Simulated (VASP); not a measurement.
The system is SiC.

```xyz
2
Lattice="0.0000 2.1790 2.1790 2.1790 0.0000 2.1790 2.1790 2.1790 0.0000" Properties=species:S:1:pos:R:3 pbc="T T T"
Si    0.0000    0.0000    0.0000
C     1.0895    1.0895    1.0895
```

- Program: VASP 6.6.1
- Task: relaxation of cell and atoms
- Functional: PBE
- Potentials or basis: VASP PAW PBE potentials, release 64 (Si, C)
- Cutoff: 520 eV
- k mesh: 2 × 2 × 2
- Occupations: gaussian, width 0.02 eV
- Spin: no spin polarisation

At the start: pressure 11.9 GPa; volume 10.35 Å³/atom.

How do energy, volume and symmetry change on relaxing?

Over 18 steps the energy falls by 20.4 meV/atom and the volume is 10.92 Å³/atom (+5.6 %); space group F-43m (No. 216, to 0.05 Å).

The path:
| step | energy change (eV) | largest force (eV/Å) | pressure (GPa) | volume (Å³) |
| --- | --- | --- | --- | --- |
| 1 | 0.0000 | 0.0000 | 11.87 | 20.69 |
| 2 | -0.0015 | 0.0000 | -9.77 | 23.07 |
| 3 | -0.0408 | 0.0000 | -0.09 | 21.85 |
| 4 | -0.0408 | 0.0000 | 0.13 | 21.83 |
| 5 | -0.0408 | 0.0000 | 0.12 | 21.83 |
| 6 | -0.0408 | 0.0000 | 0.12 | 21.83 |
| 7 | -0.0408 | 0.0000 | 0.12 | 21.83 |
| 8 | -0.0408 | 0.0000 | 0.12 | 21.83 |
| 9 | -0.0408 | 0.0000 | 0.12 | 21.83 |
| 10 | -0.0408 | 0.0000 | 0.12 | 21.83 |
| 11 | -0.0408 | 0.0000 | 0.12 | 21.83 |
| 12 | -0.0408 | 0.0000 | 0.11 | 21.83 |
| 13 | -0.0408 | 0.0000 | 0.11 | 21.83 |
| 14 | -0.0408 | 0.0000 | 0.10 | 21.83 |
| 15 | -0.0408 | 0.0000 | 0.08 | 21.83 |
| 16 | -0.0408 | 0.0000 | 0.04 | 21.84 |
| 17 | -0.0408 | 0.0000 | -0.03 | 21.85 |
| 18 | -0.0408 | 0.0000 | -0.01 | 21.84 |

Final structure:
```
Si C
1.0
     0.00000    2.21866    2.21866
     2.21866    0.00000    2.21866
     2.21866    2.21866    0.00000
Si C
1 1
Direct
  0.00000 0.00000 0.00000
  0.25000 0.25000 0.25000
```

Caveat: the k mesh is coarse (spacing up to 1.25 Å⁻¹), so the values aren't converged.
